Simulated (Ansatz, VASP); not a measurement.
# CO2 (CdI2 type (invented)) in two plane-wave programs, part 3 of 3

Wanted: the spread between two codes on one cell, functional and k mesh. The cell is generated by rule, not measured, and may not be a known phase. The cell is taken from a series of runs on this material, whose earlier steps may have relaxed, scaled, displaced or heated it; both programs get it as it stands.

VASP 6.6.1 and Ansatz 0.2.0.

So far: The starting structure; Ansatz: zone-centre phonons, PBEsol; VASP: zone-centre phonons, PBEsol.

### 3. VASP: zone-centre phonons, PBEsol (continued)

Level of this step: PBEsol; plane waves and PAW (C, O); invented cell (VASP).

Numbers of over 12 decimals in the logs are rounded to 6 here.

OUTCAR, selected parts (step 3):

```text
ion  position               nearest neighbor table
   1  0.000  0.000  0.000-   2 1.61   3 1.61   3 1.61   2 1.61   3 1.61   2 1.61
   2  0.333  0.667  0.171-   1 1.61   1 1.61   1 1.61
   3  0.667  0.333  0.829-   1 1.61   1 1.61   1 1.61

  LATTYP: Found a hexagonal cell.
 ALAT       =     2.3480704609
 C/A-ratio  =     2.1735468488

 Subroutine GETGRP returns: Found 12 space group operations
 (whereof 12 operations were pure point group operations)

The static configuration has the point symmetry D_3d.

 Found     43 irreducible k-points:

   k-points           NKPTS =     43   k-points in BZ     NKDIM =     43   number of bands    NBANDS=     14

   dimension x,y,z NGX =    20 NGY =   20 NGZ =   42
   dimension x,y,z NGXF=    40 NGYF=   40 NGZF=   84

   ENCUT  =  600.0 eV  44.10 Ry    6.64 a.u.   4.69  4.69 10.19*2*pi/ulx,y,z

   NELECT =      16.0000    total number of electrons

 k-points in reciprocal lattice and weights: Automatic mesh
   0.00000000  0.00000000  0.00000000       0.003
   0.11111111 -0.00000000  0.00000000       0.019
   0.22222222 -0.00000000  0.00000000       0.019
   0.33333333 -0.00000000  0.00000000       0.019
   0.44444444 -0.00000000  0.00000000       0.019
   0.11111111  0.11111111  0.00000000       0.019
   0.22222222  0.11111111  0.00000000       0.037
   0.33333333  0.11111111  0.00000000       0.037
   0.44444444  0.11111111  0.00000000       0.019
[...]
0.33333333  0.22222222  0.50000000       0.037
   0.33333333  0.33333333  0.50000000       0.006

 average (electrostatic) potential at core
       1 -55.6498       2 -72.9296       3 -72.9296

  Total        0.0139434      0.0139434      0.0271710      0.0000000      0.0000000      0.0000000
  in kB        0.9167400      0.9167400      1.7864159      0.0000000      0.0000000      0.0000000
  external PRESSURE =       1.2066319 kB  Pullay stress =       0.0000000 kB

  energy-cutoff  :      600.00
  volume of cell :       24.37
      direct lattice vectors                 reciprocal lattice vectors
     2.348070461  0.000000000  0.000000000     0.425881598  0.245882855  0.000000000
    -1.174035231  2.033488669  0.000000000    -0.000000000  0.491765710  0.000000000
     0.000000000  0.000000000  5.103641151     0.000000000  0.000000000  0.195938541

 POSITION                                       TOTAL-FORCE (eV/Angst)
 -----------------------------------------------------------------------------------
      0.00000      0.00000      0.00000        -0.000000      0.000000      0.000000
     -0.00000      1.35566      0.87389        -0.000000     -0.000000      0.042780
      1.17404      0.67783      4.22976         0.000000      0.000000     -0.042780
 -----------------------------------------------------------------------------------
    total drift:                                0.000000     -0.000000      0.000000

 MACROSCOPIC STATIC DIELECTRIC TENSOR (including local field effects in DFT)
 ------------------------------------------------------
           4.762594     0.000000    -0.000000
           0.000000     4.762594    -0.000000
          -0.000000     0.000000     2.275145
 ------------------------------------------------------

 PIEZOELECTRIC TENSOR (including local field effects)  for field in x, y, z        (C/m^2)
          XX          YY          ZZ          XY          YZ          ZX
  --------------------------------------------------------------------------------
  x     0.00000     0.00000     0.00000     0.00000     0.00000     0.00000
  y     0.00000     0.00000     0.00000     0.00000     0.00000     0.00000
  z     0.00000     0.00000     0.00000     0.00000     0.00000     0.00000

 BORN EFFECTIVE CHARGES (including local field effects) (in |e|, cummulative output)
 ---------------------------------------------------------------------------------
 ion    1
    1     4.67845     0.00000     0.00000
    2     0.00000     4.67845    -0.00000
    3     0.00000     0.00000     1.13727
 ion    2
    1    -2.33922    -0.00000     0.00000
    2    -0.00000    -2.33922    -0.00000
    3    -0.00000     0.00000    -0.56863
 ion    3
    1    -2.33922    -0.00000     0.00000
    2    -0.00000    -2.33922    -0.00000
    3    -0.00000     0.00000    -0.56863

 Eigenvectors and eigenvalues of the dynamical matrix
 ----------------------------------------------------

   1 f  =   34.767995 THz   218.453755 2PiTHz 1159.735478 cm-1   143.788809 meV
             X         Y         Z           dx          dy          dz
      0.000000  0.000000  0.000000    -0.000000    0.000000   -0.852653
     -0.000000  1.355659  0.873886     0.000000   -0.000000    0.369447
      1.174035  0.677830  4.229756    -0.000000    0.000000    0.369447

   2 f  =   25.056398 THz   157.433992 2PiTHz  835.791474 cm-1   103.624889 meV
             X         Y         Z           dx          dy          dz
      0.000000  0.000000  0.000000    -0.000000    0.000000    0.000000
     -0.000000  1.355659  0.873886     0.000000    0.000000    0.707107
      1.174035  0.677830  4.229756    -0.000000   -0.000000   -0.707107

   3 f  =   13.323137 THz    83.711736 2PiTHz  444.412000 cm-1    55.100041 meV
             X         Y         Z           dx          dy          dz
      0.000000  0.000000  0.000000    -0.000000    0.000000   -0.000000
     -0.000000  1.355659  0.873886     0.096920    0.700433    0.000000
      1.174035  0.677830  4.229756    -0.096920   -0.700433    0.000000

   4 f  =   13.323137 THz    83.711736 2PiTHz  444.412000 cm-1    55.100041 meV
             X         Y         Z           dx          dy          dz
      0.000000  0.000000  0.000000     0.000000   -0.000000   -0.000000
     -0.000000  1.355659  0.873886    -0.700433    0.096920   -0.000000
      1.174035  0.677830  4.229756     0.700433   -0.096920   -0.000000

   5 f  =    0.000304 THz     0.001909 2PiTHz    0.010132 cm-1     0.001256 meV
             X         Y         Z           dx          dy          dz
      0.000000  0.000000  0.000000    -0.042728    0.520635   -0.000000
     -0.000000  1.355659  0.873886    -0.049318    0.600936   -0.000000
      1.174035  0.677830  4.229756    -0.049318    0.600936   -0.000000

   6 f  =    0.000304 THz     0.001909 2PiTHz    0.010132 cm-1     0.001256 meV
             X         Y         Z           dx          dy          dz
      0.000000  0.000000  0.000000    -0.520635   -0.042728    0.000000
     -0.000000  1.355659  0.873886    -0.600936   -0.049318    0.000000
      1.174035  0.677830  4.229756    -0.600936   -0.049318    0.000000

   7 f/i=    0.002878 THz     0.018085 2PiTHz    0.096009 cm-1     0.011904 meV
             X         Y         Z           dx          dy          dz
      0.000000  0.000000  0.000000    -0.000000   -0.000000   -0.522478
     -0.000000  1.355659  0.873886    -0.000000   -0.000000   -0.602917
      1.174035  0.677830  4.229756    -0.000000   -0.000000   -0.602917

   8 f/i=   11.922816 THz    74.913260 2PiTHz  397.702321 cm-1    49.308781 meV
             X         Y         Z           dx          dy          dz
      0.000000  0.000000  0.000000     0.844663   -0.116869   -0.000000
     -0.000000  1.355659  0.873886    -0.365896    0.050626   -0.000000
      1.174035  0.677830  4.229756    -0.365896    0.050626   -0.000000

   9 f/i=   11.922816 THz    74.913260 2PiTHz  397.702321 cm-1    49.308781 meV
             X         Y         Z           dx          dy          dz
      0.000000  0.000000  0.000000     0.116869    0.844663   -0.000000
     -0.000000  1.355659  0.873886    -0.050626   -0.365896   -0.000000
      1.174035  0.677830  4.229756    -0.050626   -0.365896   -0.000000

 MACROSCOPIC STATIC DIELECTRIC TENSOR IONIC CONTRIBUTION
 ------------------------------------------------------
          -0.000000    -0.000000     0.000000
          -0.000000     0.000000    -0.000000
           0.000000    -0.000000     0.222343
 ------------------------------------------------------

 ELASTIC MODULI CONTR FROM IONIC RELAXATION (kBar)
 Direction    XX          YY          ZZ          XY          YZ          ZX
 --------------------------------------------------------------------------------
 XX       -1808.8316   1708.3912   -452.0609     -0.0000  -1519.9151      0.0000
 YY        1708.3912  -1808.8316   -452.0609     -0.0000   1519.9151     -0.0000
 ZZ        -452.0609   -452.0609  -4069.2625     -0.0000      0.0000     -0.0000
 XY          -0.0000     -0.0000     -0.0000  -1758.6114     -0.0000  -1329.1916
 YZ       -1519.9151   1519.9151      0.0000     -0.0000  -1313.6171     -0.0000
 ZX           0.0000     -0.0000     -0.0000  -1329.1916     -0.0000  -1004.6280
 --------------------------------------------------------------------------------

 PIEZOELECTRIC TENSOR IONIC CONTR  for field in x, y, z        (C/m^2)
          XX          YY          ZZ          XY          YZ          ZX
  --------------------------------------------------------------------------------
  x     0.00000    -0.00000     0.00000    -0.00000     0.00000    -0.00000
  y     0.00000    -0.00000    -0.00000    -0.00000     0.00000    -0.00000
  z    -0.00000     0.00000    -0.00000    -0.00000    -0.00000    -0.00000
```

With imaginary modes the cell is no minimum, so the ionic parts of its dielectric, piezoelectric and elastic tensors have no meaning.

### 4. Differences

Known differences besides the potentials themselves: fixed occupations in Ansatz, narrow Gaussian smearing in VASP; VASP's response is taken on the typed mesh, Ansatz refines its own for the field response alone; the cutoff is 420 eV in Ansatz and 600 eV in VASP; Ansatz makes its cores anew for this functional, VASP keeps those of its PBE data sets. Total energies have different zeros and are not compared.

Both answers:

| quantity | Ansatz | VASP | difference |
| --- | --- | --- | --- |
| ε∞ xx | 4.74 | 4.76 | -0.42 % |
| ε∞ yy | 4.74 | 4.76 | -0.42 % |
| ε∞ zz | 2.28 | 2.28 | +0.27 % |
| Born charge of C1 (mean of the diagonal) (e) | 3.51 | 3.50 | +0.02 |
| Born charge of O2 (mean of the diagonal) (e) | -1.76 | -1.75 | -0.01 |
| optical mode 1 to 2 (imaginary, printed as negative) (cm⁻¹) | -437.5 | -397.7 | -39.8 |
| optical mode 3 to 4 (cm⁻¹) | 436.8 | 444.4 | -1.72 % |
| optical mode 5 (cm⁻¹) | 837.9 | 835.8 | +0.25 % |
| optical mode 6 (cm⁻¹) | 1158.2 | 1159.7 | -0.13 % |

Modes are paired by rising frequency, not by their patterns, so a pair may set unlike modes beside each other; they are those without the splitting of longitudinal modes.

### 5. Outcome

| Item | Value |
| --- | --- |
| r.m.s. difference of the optical zone-centre modes, each program's sorted by frequency (zone-centre phonons, PBEsol) | 23 cm⁻¹ |
| difference in optical mode 3 to 4 (zone-centre phonons, PBEsol) | -1.7 % |

In words: The r.m.s. difference of the optical zone-centre modes, each program's sorted by frequency is 23 cm⁻¹ (zone-centre phonons, PBEsol). Among the rows given in per cent, the largest difference of the zone-centre phonons, PBEsol pair is in optical mode 3 to 4, -1.7 %. What causes the difference of the zone-centre phonons, PBEsol pair stays open here. Such differences can come from data sets, numerical settings and the points named under the comparisons, not from the functional's error against experiment.

[Lines on the potential files, build, host, timing and source positions are cut from VASP's logs without a mark.]

[Logs are printed without paths, hosts, clocks, repeated set-up lines and the standing remarks that a program may print on its own settings, such as how far it seeks lower states.]

[Hosts, paths, dates, database ids (printed as entryN), source tags and the programs' standing remarks are cut or masked in the printed files.]
